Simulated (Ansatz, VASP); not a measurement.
One calculation of Cu3GeS4, two programs

The input INCAR:

```
SYSTEM = Cu3GeS4
ALGO = Normal
EDIFF = 1E-6
ENCUT = 520
GGA = PE
ISIF = 2
ISMEAR = -1
LASPH = .TRUE.
LCHARG = .TRUE.
LELF = .TRUE.
LREAL = .FALSE.
LVHAR = .TRUE.
LWAVE = .FALSE.
NBANDS = 46
NELM = 80
PREC = Accurate
SIGMA = 0.1
```

KPOINTS

```
k-points
0
G
  4 4 4
  0 0 0
```

The input POSCAR:

```
Cu3GeS4
1.0
    5.3752620000      0.0000000000      0.0000000000
    0.0000000000      5.3752620000      0.0000000000
    0.0000000000      0.0000000000      5.3752620000
Ge Cu S
1 3 4
Direct
    0.0000000000      0.0000000000      0.0000000000
    0.5000000000      0.0000000000      0.0000000000
    0.0000000000      0.5000000000      0.0000000000
    0.0000000000      0.0000000000      0.5000000000
    0.2350000000      0.2350000000      0.2350000000
    0.2350000000      0.7650000000      0.7650000000
    0.7650000000      0.7650000000      0.2350000000
    0.7650000000      0.2350000000      0.7650000000
```

Input for Ansatz:

```yaml
crystal:
  lattice:
    - [5.375262, 0.0, 0.0]
    - [0.0, 5.375262, 0.0]
    - [0.0, 0.0, 5.375262]
  atoms:
    - { symbol: Ge, position: [0.0, 0.0, 0.0] }
    - { symbol: Cu, position: [0.5, 0.0, 0.0] }
    - { symbol: Cu, position: [0.0, 0.5, 0.0] }
    - { symbol: Cu, position: [0.0, 0.0, 0.5] }
    - { symbol: S, position: [0.235, 0.235, 0.235] }
    - { symbol: S, position: [0.235, 0.765, 0.765] }
    - { symbol: S, position: [0.765, 0.765, 0.235] }
    - { symbol: S, position: [0.765, 0.235, 0.765] }
  symmetry: { tolerance: 0.0003 }
kpoints:
  mp_grid: { grid: [4, 4, 4], shift: [0, 0, 0] }
magnetization:
  spin_polarized: false
scf:
  occupations: { method: fermi_dirac }
hamiltonian:
  pseudopotentials: { kind: paw }
  xc: pbe
basis:
  ecutwfc: 420
output:
  forces: true
  stress: true
  eigenvalues: true
  write_density: true
  write_potential: true
  elf: true
  volumetric_format: npy
```

The cell was built by a generator and needn't be a form met in nature.

Alike in both runs: task single point; functional PBE; k mesh 4 × 4 × 4; no spin polarisation.

```csv
,VASP,Ansatz
version,VASP 6.6.1,Ansatz 0.2.0
potentials or method,"VASP PAW PBE potentials, release 64 (Ge_d, Cu, S)",PAW plane waves
plane-wave cutoff (eV),520,420
occupations,"fermi-dirac, width 0.1 eV",fermi-dirac
valence electrons in the cell,71,95
```

```csv
,VASP,Ansatz,Ansatz less VASP
gap on the k mesh at the Fermi level (eV),none,none,-
pressure (GPa),9.1,9.2,+0.10
rms of the force components (eV/Å),0.561,0.575,+0.0138
```

Atom by atom the forces differ by 0.014 eV/Å (rms over components). A gap of «none» marks a metal or a gap that the smearing closes. The two sets of potentials don't hold the same shells in valence.

Caveats: the run has no spin polarisation, though such a crystal can be magnetic; forces of over 1 eV/Å show positions far from the minimum, so gaps and moduli don't describe the material at rest.
